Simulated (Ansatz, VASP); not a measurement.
**One calculation of BiO6, two programs**

```xyz
7
Lattice="4.9029 0.0000 0.0000 0.0000 4.9029 0.0000 0.0000 0.0000 4.9029" Properties=species:S:1:pos:R:3 pbc="T T T"
Bi    0.0000    0.0000    0.0000
O     2.4514    2.4514    0.6252
O     2.4514    2.4514    4.2777
O     0.6252    2.4514    2.4514
O     4.2777    2.4514    2.4514
O     2.4514    0.6252    2.4514
O     2.4514    4.2777    2.4514
```

Change from the starting cell: species swapped into the PrB6 type (Pm-3m, No. 221).

Alike in both runs: functional PBE; k mesh 8 × 8 × 8; occupations gaussian, width 0.1 eV; no spin polarisation.

Ansatz relaxed the structure, and its values are those at the end. VASP's run is a single point on that final structure, the one shown.

```csv
,VASP,Ansatz
version,VASP 6.6.1,Ansatz 0.2.0
potentials or method,"VASP PAW PBE potentials, release 64 (Bi_d, O)","scalar-relativistic, plane waves, PAW"
plane-wave cutoff (eV),520,420
valence electrons in the cell,51,51
```

```tsv
	VASP	Ansatz	Ansatz less VASP
gap on the k mesh at the Fermi level (eV)	none	none	-
pressure (GPa)	1.3	0.0	-1.21
rms of the force components (eV/Å)	0.466	0.000	-0.4654
```

A gap of «none» marks a metal or a gap that the smearing closes. One of these differences is far larger than is usual between the two programs; its cause wasn't traced.

Caveats: the standard files for N, O and F lose accuracy on very short bonds; spin-orbit coupling is left out, which moves the levels of the heavy elements; an odd number of electrons without spin polarisation forces a metal; a magnetic or distorted state may lie lower.
